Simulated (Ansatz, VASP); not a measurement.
# Sb (antimonene 3 layers, AB) in two plane-wave programs

Aim: how closely do two programs agree when they are given the same cell, functional and k mesh? The structure shown is the start of the Ansatz relaxation below; VASP solves that cell, so the two are compared at the walk's first step.

Method: plane waves, with VASP 6.6.1 beside it; single point at PBE with D3(BJ), in Ansatz 0.2.0.

### 1. Starting point

The cell holds 6 atoms: 6 Sb. Its edges and angles: a = 4.120 Å, b = 4.120 Å, c = 52.950 Å, α = 90.0°, β = 90.0°, γ = 120.0°. Vacuum lies along c.

### 2. Ansatz: relaxation, PBE with D3(BJ)

Ansatz runs on its default PAW (the set named soft_2) files.

The two programs are compared at the cell with which this relaxation starts, whose forces are those of its first step.

The input, input.yaml:

```yaml
crystal:
  lattice:
    - [4.12, 0.0, 0.0]
    - [-2.06, 3.5680246636, 0.0]
    - [0.0, 0.0, 52.9500000009]
  atoms:
    - { symbol: Sb, position: [0.6666666667, 0.3333333333, 0.3966005666] }
    - { symbol: Sb, position: [0.3333333333, 0.6666666667, 0.4277620397] }
    - { symbol: Sb, position: [0.0, 0.0, 0.4844192635] }
    - { symbol: Sb, position: [0.6666666667, 0.3333333333, 0.5155807365] }
    - { symbol: Sb, position: [0.6666666667, 0.3333333333, 0.5722379603] }
    - { symbol: Sb, position: [0.3333333333, 0.6666666667, 0.6033994334] }
  periodic: [true, true, false]
kpoints:
  mp_grid: { grid: [12, 12, 1] }
hamiltonian:
  xc: pbe
  dispersion: d3bj
scf:
  occupations: { method: fermi_dirac, width: 0.05 }
  convergence: { dr2_threshold: 1.0e-09 }
relax:
  f_tol: 0.004
  max_steps: 90
  cell: {}
output:
  write_potential: true
  write_density: true
  volumetric_format: npy
```

On the command line:

```console
> ansatz run input.yaml --threads 4 --pin off --max-ram 16384MiB --backend cpu --events-out ev --progress --plain --runs-dir out
```

Numbers of over 12 decimals in the logs are rounded to 6 here.

What it wrote:

```text
Warning: relax.cell: scf.convergence.dr2_threshold = 1e-9 eV is looser than the 1.36704621223e-10 eV advised for a relaxation that steers and ends on the stress (1e-10 eV for each atom of the cell: 6, times the square of relax.cell.stress_2d_tol = 0.05 N/m over 20.9 Å (the atoms' height at the walk's start and 5 Å past either face), 2.387e-2 GPa, over a crystal's default 0.05). What an SCF threshold leaves in a stress goes as its square root, and in the free energy as the threshold itself, and one threshold admits the most on a small cell: [figures from the program's tests cut] Set scf.convergence.dr2_threshold to 1.36704621223e-10 eV or tighter. [rest of the remark cut]
Engine: ansatz 0.2.0, aarch64-unknown-linux-gnu
Pseudopotentials: kind: paw
Pseudopotential: Sb, paw, valence charge 15, recommended cutoff 420 eV (normal), Sb.paw.azcp
Functional definition: PBE
  parameter kappa = 0.804
  parameter beta = 0.066725
  exchange = pbe_x(kappa = kappa, mu = beta*pi^2/3)
  correlation = pbe_c(beta = beta)
Crystal: 6 atoms, lattice volume = 778.379 Å³
Basis set: ecut = 420 eV, 15057 PW (Γ), exchange–correlation on 60×60×720 points (8 copies of the dense FFT grid, shifted against one another)
Bands: 54, of which v1, the nominal top of the filled ones, is band 45 counted from 1 (44 counted from 0)
Symmetry: 6 space group operations
Space group: P3m1 (ITA 156), of the structure as read, at distance tolerance 9.2e-5 Å
k-points: 19 of 144 (time reversal used)
Non-local potential: Sb, projectors of the file, l = 0: 2, l = 1: 2, l = 2: 2, l = 3: 2
PAW form: soft (Blöchl's): semilocal exchange-correlation on the pseudo side does not see the compensation charge
PAW one-centre angular grid: Sb, 590 points (default); XC on 64 Gauss nodes
Initial density: superposition of atomic densities (neutral atoms: chi_scale 0, normalization atom), corrected by the library's trained network
Initial wavefunctions: pseudopotential atomic-orbital guess
Functional: x = pbe(κ = 0.804, μ = 0.219515), c = pbe(β = 0.066725)
SCF iter   1: F=—  HF=-38908.149703 eV  |F-HF|=—  |Δ(HF+E_count)|=         —  Δρ=9.38e-4  dr2=7.89e-2  ethr=1.77e-3  ⟨swp⟩=17.3  Hψ=6500  notcnv=0  defer=6
preconditioner: auto → LDOS  [metal: Δε(μ)=0.026 eV  Ē_g=7.398 eV  σ=0.050 eV  W_gap=0.13  n_scr=110 (ndim 8)  ℏωp=7.3 eV  f_vac=0.717  D(μ)=1.93/eV (n_scr^D=10)  β→1.0]
SCF iter   2: F=—  HF=-38908.146421 eV  |F-HF|=—  |Δ(HF+E_count)|=   3.28e-3  Δρ=6.79e-4  dr2=2.71e-2  ethr=8.77e-5  ⟨swp⟩=3.9  Hψ=2011  notcnv=0  defer=29
SCF iter   3: F=—  HF=-38908.143761 eV  |F-HF|=—  |Δ(HF+E_count)|=   2.66e-3  Δρ=2.46e-4  dr2=5.86e-3  ethr=3.01e-5  ⟨swp⟩=2.9  Hψ=1515  notcnv=0  defer=29
SCF iter   4: F=—  HF=-38908.143365 eV  |F-HF|=—  |Δ(HF+E_count)|=   3.95e-4  Δρ=7.80e-5  dr2=2.81e-4  ethr=6.52e-6  ⟨swp⟩=2.5  Hψ=1232  notcnv=0  defer=29
SCF iter   5: F=—  HF=-38908.143328 eV  |F-HF|=—  |Δ(HF+E_count)|=   3.77e-5  Δρ=2.07e-5  dr2=7.48e-6  ethr=3.12e-7  ⟨swp⟩=3.0  Hψ=1541  notcnv=0  defer=29
SCF iter   6: F=—  HF=-38908.143357 eV  |F-HF|=—  |Δ(HF+E_count)|=   2.92e-5  Δρ=9.00e-6  dr2=1.10e-6  ethr=8.31e-9  ⟨swp⟩=2.9  Hψ=2034  notcnv=0  defer=29
SCF iter   7: F=—  HF=-38908.143357 eV  |F-HF|=—  |Δ(HF+E_count)|=   8.87e-8  Δρ=2.50e-6  dr2=6.68e-8  ethr=1.23e-9  ⟨swp⟩=3.0  Hψ=2189  notcnv=0  defer=29
SCF iter   8: F=—  HF=-38908.143357 eV  |F-HF|=—  |Δ(HF+E_count)|=   1.38e-7  Δρ=8.21e-7  dr2=9.34e-9  ethr=7.42e-11  ⟨swp⟩=3.0  Hψ=2121  notcnv=0  defer=29
SCF iter   9: F=—  HF=-38908.143357 eV  |F-HF|=—  |Δ(HF+E_count)|=   2.35e-8  Δρ=2.42e-7  dr2=1.20e-9  ethr=1.04e-11  ⟨swp⟩=3.2  Hψ=1992  notcnv=0  defer=29
SCF iter  10: F=-38908.143357 eV  HF=-38908.143357 eV  |F-HF|=2.18e-11  |Δ(HF+E_count)|=   4.25e-9  Δρ=6.95e-8  dr2=1.32e-10  ethr=1.11e-12  ⟨swp⟩=11.3  Hψ=6854  notcnv=0
SCF 1 converged in 10 iterations: F = -38908.143357 eV  dr2 = 1.32e-10
  greatest PAW one-centre occupation: 0.996 electrons in one spin orbital (limit 2), on the Sb atom at site 3 (counted from 0), in its partial waves of l = 2
relax step   1: F+E_penalty+E_count = -38908.14335702 eV  Δ(F+E_penalty+E_count) = +0.000e0 eV  max|allowed force component| = 9.644e-1 eV/Å  Δτ_max = 0.0000 Å  P = -0.362 N/m  Ω = 778.379 Å³  fix = [c, alpha, beta]  reactions: c +0.000 N/m  (10 SCF iters, accepted)
Crystal: 6 atoms, lattice volume = 778.681 Å³
Initial density: handed on by an earlier stage of this run
Initial wavefunctions: those handed on with the density
[...]
Initial wavefunctions: pseudopotential atomic-orbital guess (no wavefunctions were taken with the density)
iter 1 solved again at ethr=1.18e-6 eV; its pass at ethr=3.10e-3 eV (dr2=1.07e-3 eV) is discarded
SCF iter   1: F=—  HF=-38908.531592 eV  |F-HF|=—  |Δ(HF+E_count)|=         —  Δρ=6.41e-6  dr2=7.39e-8  ethr=1.18e-6  ⟨swp⟩=5.0  Hψ=9728  notcnv=0
eigensolver tolerance schedule: the retry pair's looser diagonalisation over-reported the residual by 14411.77 of it (diagonalisation noise at an unbounded share of the residual, at the tolerance the schedule requests for it); recorded, not acted on — ethr = c·dr2/N_el stays at c = 1.0e-1
SCF iter   2: F=—  HF=-38908.531397 eV  |F-HF|=—  |Δ(HF+E_count)|=   1.96e-4  Δρ=3.13e-6  dr2=9.20e-8  ethr=8.21e-11  ⟨swp⟩=6.0  Hψ=3471  notcnv=0
SCF iter   3: F=—  HF=-38908.531397 eV  |F-HF|=—  |Δ(HF+E_count)|=   3.61e-8  Δρ=5.90e-7  dr2=1.07e-8  ethr=8.21e-11  ⟨swp⟩=2.5  Hψ=1913  notcnv=0
SCF iter   4: F=—  HF=-38908.531397 eV  |F-HF|=—  |Δ(HF+E_count)|=   1.43e-9  Δρ=7.08e-7  dr2=4.24e-8  ethr=1.19e-11  ⟨swp⟩=3.3  Hψ=2018  notcnv=0  recentre
SCF iter   5: F=-38908.531397 eV  HF=-38908.531397 eV  |F-HF|=2.42e-9  |Δ(HF+E_count)|=   5.41e-9  Δρ=1.32e-7  dr2=2.26e-10  ethr=1.11e-12  ⟨swp⟩=15.3  Hψ=8527  notcnv=0
SCF 9 converged in 5 iterations: F = -38908.531397 eV  dr2 = 2.26e-10
relax step   9: F+E_penalty+E_count = -38908.53139664 eV  Δ(F+E_penalty+E_count) = -4.571e-4 eV  max|allowed force component| = 4.322e-4 eV/Å  Δτ_max = 0.0000 Å  P = +0.001 N/m  Ω = 788.412 Å³  fix = [c, alpha, beta]  reactions: c +0.000 N/m  stress off target by 8.19e-4 N/m on what of the cell is left free  SCF on the basis re-selected at this cell (its energy is not comparable with the rows above)  (5 SCF iters)
basis re-selected at this cell: Δ(F+E_penalty+E_count) = -4.571e-4 eV, ΔP = -0.002 N/m vs the last step (what re-selecting the basis moved, of the pressure what is left beyond the Pulay correction that the steps carried, after the strain that the cell walked since its last selection, with what the two solves' SCF thresholds leave and, on support functions, any second-order correction that the steps lacked; it is no m [...]
WARN: The output density's exchange-correlation potential varies sharply where the density is thin. Do not read a vacuum level from v_tot or v_xc, or from such a field of the output density. On a cell that repeats whose density bears no net charge and no dipole along the vacuum's axis use v_es (v_loc + v_h of the components); under efield.dipole_correction with no amplitude use v_es + v_field, which holds any externa [...]
SCF converged after 5 iterations
Free energy (F): -38908.531397 eV
Harris-Foulkes:  -38908.531397 eV  (|F-HF|=2.42e-9)
Internal energy: -38908.521761 eV  (E = F + TS)
E sigma→0 (E₀):  -38908.526579 eV
Entropy (-TS):   -0.009635 eV (-1.606 meV/atom)
Fermi energy:    -3.916799 eV
--- Per-component energies (eV) ---
  E_band       = -2280.977994
  E_kinetic    = 1240.369654
  E_local      = -440232.141151  (includes V_loc(G=0)·N_el)
  E_nonlocal   = 2172.860326
  E_hartree    = 219039.325752
  E_xc         = -829.108387
  E_vxc        = -575.114808  (∫ρ·V_xc dr)
  E_paw        = -27451.500562  (= ΣΔE_a)
  E_vpaw       = -2965.600504  (= ΣTr[D̂ρ^β])
  E_aug_tail   = -0.000009  (compensation charges beyond the density's cutoff)
  E_ewald      = 207153.740080
  E_disp       = -2.067466  (pairwise vdW)
  E_smearing   = -0.009635  (= −TS)
  E_closure    = 0.000000  (closes the sum)
  Σ components = -38908.531397   (vs F -38908.531397, Δ=0.00e0)
--- Forces (eV/Å), atoms counted from 1 ---
  atom   1  Sb    -0.00000000    -0.00000000     0.00019973
  atom   2  Sb     0.00000000    -0.00000000    -0.00018482
  atom   3  Sb     0.00000000     0.00000000     0.00002208
  atom   4  Sb     0.00000000     0.00000000    -0.00035830
  atom   5  Sb     0.00000000    -0.00000000     0.00043216
  atom   6  Sb     0.00000000     0.00000000    -0.00011096
  max |Σ_I F_I| component: 1.14e-7 eV/Å
--- 2D stress c σ (N/m, compression-positive) ---
        0.000819      -0.000000      -0.000000
        0.000000       0.000819       0.000000
       -0.000000       0.000000       0.000000
  P = ½ c Tr σ = 0.0008 N/m
--- Band table (eV; the first three rows and the last of 19) ---
  k-point 0: bands = [... 41 lower, -4.9882, -4.8971, -4.8971, -4.0780, -3.5921, -3.0237, -2.8251, -2.8251, ... 5 higher]
  k-point 1: bands = [... 41 lower, -5.0973, -5.0268, -4.9775, -3.8354, -3.2972, -2.8299, -2.6787, -2.5422, ... 5 higher]
  k-point 2: bands = [... 41 lower, -5.4479, -5.3149, -5.0170, -4.4805, -3.1730, -2.9796, -2.4180, -2.3940, ... 5 higher]
  k-point 18: bands = [... 41 lower, -6.7683, -6.7391, -6.5801, -5.8975, -3.4508, -3.0907, -2.8920, -2.3816, ... 5 higher]
  the weakly bound empty levels are not read free of the cell's end (no_gap_told)
--- Relaxed structure (8 steps of the walk, 8 accepted, 1 SCFs on fresh bases) ---
  F+E_penalty+E_count = -38908.53139664 eV   max|allowed force component| = 4.322e-4 eV/Å   (the final SCF, on the basis selected at the relaxed cell)
  cell:  # Å, volume = 788.4118 Å³
    - [4.146467, 0.0, 0]
    - [-2.073234, 3.590946, 0]
    - [0, 0, 52.9500000009]
  atoms:
    - { symbol: Sb, position: [0.666667, 0.333333, 0.401469] }
    - { symbol: Sb, position: [0.333333, 0.666667, 0.431789] }
    - { symbol: Sb, position: [-2.4671622769088898e-17, -1.8503717076816675e-17, 0.475924] }
    - { symbol: Sb, position: [0.666667, 0.333333, 0.506295] }
    - { symbol: Sb, position: [0.666667, 0.333333, 0.576939] }
    - { symbol: Sb, position: [0.333333, 0.666667, 0.607584] }
```

In the SCF lines HF is the Harris–Foulkes energy and dr2 the Hartree energy of the density residual, in eV; the loop may stop once dr2 is under the threshold and the program's other checks hold. Hψ counts applications of the Hamiltonian.

(Continued in part 2 of 2.)

[Lines on the potential files, build, host, timing and source positions are cut from VASP's logs without a mark.]

[Logs are printed without paths, hosts, clocks, repeated set-up lines and the standing remarks that a program may print on its own settings, such as how far it seeks lower states.]

[Hosts, paths, dates, database ids (printed as entryN), source tags and the programs' standing remarks are cut or masked in the printed files.]
